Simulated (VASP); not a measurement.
Runs of VASP 6.6.1 on SiBr. It takes space group P6_3mc (No. 186, hexagonal). Conventional cell: a = 3.332 Å, b = 3.332 Å, c = 10.320 Å, α = 90.00°, β = 90.00°, γ = 120.00°. Si (site symmetry 3m) has 3 Br at 2.72 Å as nearest neighbours. Around Br (site symmetry 3m) lie 3 Si at 2.72 Å. The cell was built by a generator and needn't be a form met in nature.

| task | level | potentials or basis | spin | cell | k mesh | cutoff (eV) | smearing | gap on the mesh (eV) | pressure (GPa) | relaxed volume (Å³/atom) |
| --- | --- | --- | --- | --- | --- | --- | --- | --- | --- | --- |
| relaxation of cell and atoms | PBE | VASP PAW PBE potentials, release 64 (Si, Br) | off | relaxed | 9 × 9 × 3 | 600 | gaussian 0.05 eV | none | 0.1 | 25.00 |
| relaxation of cell and atoms | LDA | VASP PAW LDA potentials, release 64 (Si, Br) | off | relaxed | 9 × 9 × 3 | 600 | gaussian 0.05 eV | none | 0.0 | (a) |
| optical spectrum | BEEF-vdW | VASP PAW PBE potentials, release 64 (Si_GW, Br_GW) | SOC, no magnetisation | volume scaled by 0.88 | 7 × 7 × 3 | 550 | gaussian 0.1 eV | - | 7.8 | - |
| single point | PBE | VASP PAW PBE potentials, release 64 (Si, Br) | off | as given | 9 × 9 × 3 | 520 | fermi-dirac 0.05 eV | none | 0.0 | - |

Problem. Fill in the values left out.

Solution. (a) 23.48.

Caveats: this functional lacks dispersion, which binds the layers, so the pressure and a relaxed spacing across them are unreliable (some runs); spectra need much finer meshes, so this one isn't converged (some runs); independent-particle spectra lack excitons (some runs); the PAW data sets were made with another functional, which shifts forces and pressure a little (some runs).

A k mesh can miss the band edges, and rows without SOC leave out spin-orbit coupling on Br.

A gap of «none» marks a metal or a gap under the smearing width.
